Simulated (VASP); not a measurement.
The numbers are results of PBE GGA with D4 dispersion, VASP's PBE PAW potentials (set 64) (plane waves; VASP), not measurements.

A VASP calculation is set up with these files.

### POSCAR
```
CdF2
1
   -0.0000000000     2.7267326969     2.7267326969
    2.7267326969    -0.0000000000     2.7267326969
    2.7267326969     2.7267326969     0.0000000000
Cd F
1 2
Direct
  0.0000000000   0.0000000000   0.0000000000
  0.2500000000   0.2500000000   0.2500000000
  0.7500000000   0.7500000000   0.7500000000
```

KPOINTS:
```
Regular mesh
0
G
 6 6 6
```

**INCAR**
```
ALGO  =  Normal
EDIFF  =  1E-6
EDIFFG  =  -0.02
ENCUT  =  520
GGA  =  PE
IBRION  =  2
ISIF  =  3
ISMEAR  =  0
IVDW  =  13
LASPH  =  .TRUE.
LCHARG  =  .FALSE.
LMAXMIX  =  4
LREAL  =  .FALSE.
LWAVE  =  .FALSE.
NELM  =  100
NSW  =  60
PREC  =  Accurate
SIGMA  =  0.05
SYSTEM  =  CdF2
```

POTCAR, in this order: Cd F (PBE.64 set). Program: vasp_std.

Output

**OUTCAR**
```
 ion  position               nearest neighbor table
   1  0.000  0.000  0.000-   3 2.36   3 2.36   3 2.36   2 2.36   2 2.36   2 2.36   3 2.36   2 2.36
  LATTYP: Found a face centered cubic cell.
 ALAT       =     5.4534653938
 Subroutine PRICEL returns:
 Original cell was already a primitive cell.
 Subroutine GETGRP returns: Found 48 space group operations
The static configuration has the point symmetry O_h .
The dynamic configuration has the point symmetry O_h .
 Subroutine INISYM returns: Found 48 space group operations
 Subroutine IBZKPT returns following result:
 Found     16 irreducible k-points:

 Following reciprocal coordinates:
            Coordinates               Weight
  0.000000  0.000000  0.000000      1.000000
  0.166667  0.000000  0.000000      8.000000
  0.333333  0.000000  0.000000      8.000000
  0.500000  0.000000  0.000000      4.000000
  0.166667  0.166667  0.000000      6.000000
  0.333333  0.166667  0.000000     24.000000
  0.500000  0.166667  0.000000     24.000000
 -0.333333  0.166667  0.000000     24.000000
 -0.166667  0.166667  0.000000     12.000000
  0.333333  0.333333  0.000000      6.000000
...
```

### OSZICAR
```
       N       E                     dE             d eps       ncg     rms          rms(c)
DAV:   1     0.198298581102E+03    0.19830E+03   -0.15972E+04   552   0.155E+03
DAV:   2    -0.366473352657E+01   -0.20196E+03   -0.19315E+03   623   0.381E+02
DAV:   3    -0.126084927094E+02   -0.89438E+01   -0.89236E+01   582   0.887E+01
DAV:   4    -0.126574651130E+02   -0.48972E-01   -0.48966E-01   589   0.659E+00
DAV:   5    -0.126576363222E+02   -0.17121E-03   -0.17120E-03   575   0.354E-01    0.100E+01
DAV:   6    -0.108745702288E+02    0.17831E+01   -0.53471E+00   697   0.447E+01    0.719E+00
DAV:   7    -0.109164092498E+02   -0.41839E-01   -0.89032E-01   545   0.986E+00    0.416E+00
DAV:   8    -0.109078309820E+02    0.85783E-02   -0.16979E-01   587   0.413E+00    0.752E-01
DAV:   9    -0.108982135043E+02    0.96175E-02   -0.43183E-02   682   0.252E+00    0.974E-02
DAV:  10    -0.108987615464E+02   -0.54804E-03   -0.31626E-03   547   0.728E-01    0.120E-01
DAV:  11    -0.108988478636E+02   -0.86317E-04   -0.17793E-04   604   0.170E-01    0.464E-02
DAV:  12    -0.108988811256E+02   -0.33262E-04   -0.83925E-05   555   0.843E-02    0.161E-02
DAV:  13    -0.108988829377E+02   -0.18121E-05   -0.49850E-06   612   0.206E-02    0.591E-03
DAV:  14    -0.108988828619E+02    0.75782E-07   -0.14016E-06   427   0.187E-02
   1 F= -.11410199E+02 E0= -.11410199E+02  d E =-.114102E+02
```

OUTCAR:
```
------------------------ aborting loop because EDIFF is reached ----------------------------------------
  Edisp (eV):   -0.51132
  FORCE on cell =-STRESS in cart. coord.  units (eV):
  Direction    XX          YY          ZZ          XY          YZ          ZX
  --------------------------------------------------------------------------------------
  Total       0.04386     0.04386     0.04386    -0.00000    -0.00000     0.00000
  in kB       1.73294     1.73294     1.73294    -0.00000    -0.00000     0.00000
  external pressure =        1.73 kB  Pullay stress =        0.00 kB
  volume of cell :       40.55
      direct lattice vectors                 reciprocal lattice vectors
     0.000000000  2.726732697  2.726732697    -0.183369643  0.183369643  0.183369643
     2.726732697  0.000000000  2.726732697     0.183369643 -0.183369643  0.183369643
     2.726732697  2.726732697  0.000000000     0.183369643  0.183369643 -0.183369643
 POSITION                                       TOTAL-FORCE (eV/Angst)
 -----------------------------------------------------------------------------------
      0.00000      0.00000      0.00000        -0.000000      0.000000     -0.000000
      1.36337      1.36337      1.36337         0.000000      0.000000      0.000000
      4.09010      4.09010      4.09010        -0.000000     -0.000000     -0.000000
 -----------------------------------------------------------------------------------
    total drift:                                0.000000     -0.000000      0.000000
  FREE ENERGIE OF THE ION-ELECTRON SYSTEM (eV)
  ---------------------------------------------------
  free  energy   TOTEN  =       -11.4101988373 eV

  energy  without entropy=      -11.4101988373  energy(sigma->0) =      -11.41019884

 reached required accuracy - stopping structural energy minimisation
```
(Selected blocks of OUTCAR.)

### OUTCAR
```
 val. band max:       -1.5953252930   @ k =  -0.3333   0.5000   0.1667

 cond. band min:       1.3628807533   @ k =   0.0000   0.0000   0.0000


 Fermi energy:        -1.2996778947

 k-point     1 :       0.0000    0.0000    0.0000
  band No.  band energies     occupation
      1     -22.1868      2.00000
      2     -21.1800      2.00000
      3      -7.0925      2.00000
      4      -7.0925      2.00000
      5      -7.0925      2.00000
      6      -6.0373      2.00000
      7      -6.0373      2.00000
      8      -2.4601      2.00000
      9      -2.4601      2.00000
     10      -2.4601      2.00000
     11      -2.1191      2.00000
     12      -2.1191      2.00000
     13      -2.1191      2.00000
     14       1.3629      0.00000
     15      10.9498      0.00000
     16      10.9498      0.00000
     17      10.9498      0.00000

 k-point     2 :       0.1667    0.0000    0.0000
  band No.  band energies     occupation
      1     -22.1088      2.00000
      2     -21.2497      2.00000
      3      -7.0020      2.00000
      4      -7.0020      2.00000
      5      -6.8309      2.00000
      6      -6.0591      2.00000
      7      -6.0591      2.00000
      8      -3.1758      2.00000
      9      -2.6538      2.00000
     10      -2.6538      2.00000
     11      -2.3203      2.00000
     12      -2.0786      2.00000
     13      -2.0786      2.00000
     14       2.3074      0.00000
     15       9.8515      0.00000
     16      11.3201      0.00000
     17      11.3201      0.00000

 k-point     3 :       0.3333    0.0000    0.0000
  band No.  band energies     occupation
      1     -21.9094      2.00000
      2     -21.4271      2.00000
      3      -6.8442      2.00000
      4      -6.8442      2.00000
      5      -6.2091      2.00000
      6      -6.0378      2.00000
      7      -6.0378      2.00000
      8      -3.9898      2.00000
      9      -3.1088      2.00000
     10      -3.0572      2.00000
     11      -3.0572      2.00000
...
```

The compound is CdF2 in the fluorite structure. It was relaxed first. The start is the result of an earlier pass.
